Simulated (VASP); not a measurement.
A convergence study with VASP on MgO (rock salt): one setting is varied, all else stays as given below, so the limit is that of these other settings.

```yaml
crystal:
  lattice:
    - [0.00000, 2.10500, 2.10500]
    - [2.10500, 0.00000, 2.10500]
    - [2.10500, 2.10500, 0.00000]
  atoms:
    - { symbol: Mg, position: [0.00000, 0.00000, 0.00000] }
    - { symbol: O, position: [0.50000, 0.50000, 0.50000] }
```

Level of theory: PBEsol GGA, VASP's PBE PAW potentials (set 64) (plane waves; VASP 6.6.1). The tightest run used: 700 eV cut-off, 20×20×20 Γ-centred mesh, Gaussian smearing of 0.050 eV, potentials Mg O.

**Question.** The settings run are 1×1×1 mesh; 2×2×2 mesh; 3×3×3 mesh; 4×4×4 mesh; 5×5×5 mesh; 6×6×6 mesh; 7×7×7 mesh; 8×8×8 mesh; 9×9×9 mesh; 10×10×10 mesh; 11×11×11 mesh; 12×12×12 mesh; 13×13×13 mesh; 14×14×14 mesh; 15×15×15 mesh; 16×16×16 mesh; 17×17×17 mesh; 18×18×18 mesh; 19×19×19 mesh; 20×20×20 mesh. From which on does the energy per atom stay within 0.005 eV/atom of the tightest run?

**Answer.** From 5×5×5 mesh on: it is off by 0.0011 there and by no more than 0.005 in any finer run, while 4×4×4 mesh is off by 0.0068.
| setting | E (eV/atom) | pressure (GPa) | irreducible k-points | difference judged (eV/atom) |
|---|---|---|---|---|
| 1×1×1 mesh | -0.7363 | 70.00 | 1 | 5.5229 |
| 2×2×2 mesh | -5.8077 | 4.50 | 3 | 0.4515 |
| 3×3×3 mesh | -6.2110 | 0.19 | 4 | 0.0482 |
| 4×4×4 mesh | -6.2524 | -0.26 | 8 | 0.0068 |
| 5×5×5 mesh | -6.2581 | -0.29 | 10 | 0.0011 |
| 6×6×6 mesh | -6.2590 | -0.28 | 16 | 0.0002 |
| 7×7×7 mesh | -6.2591 | -0.29 | 20 | 0.0001 |
| 8×8×8 mesh | -6.2592 | -0.28 | 29 | 0.0000 |
| 9×9×9 mesh | -6.2592 | -0.28 | 35 | 0.0000 |
| 10×10×10 mesh | -6.2592 | -0.28 | 47 | 0.0000 |
| 11×11×11 mesh | -6.2592 | -0.28 | 56 | 0.0000 |
| 12×12×12 mesh | -6.2592 | -0.28 | 72 | 0.0000 |
| 13×13×13 mesh | -6.2592 | -0.28 | 84 | 0.0000 |
| 14×14×14 mesh | -6.2592 | -0.28 | 104 | 0.0000 |
| 15×15×15 mesh | -6.2592 | -0.28 | 120 | 0.0000 |
| 16×16×16 mesh | -6.2592 | -0.28 | 145 | 0.0000 |
| 17×17×17 mesh | -6.2592 | -0.28 | 165 | 0.0000 |
| 18×18×18 mesh | -6.2592 | -0.28 | 195 | 0.0000 |
| 19×19×19 mesh | -6.2592 | -0.28 | 220 | 0.0000 |
| 20×20×20 mesh | -6.2592 | -0.28 | 256 | 0.0000 |

Left out are rungs that failed or repeat a setting and relaxations that didn't move; long series are thinned to 24 rows.

The compound is MgO in the rock salt structure. The cell was not relaxed at this level.
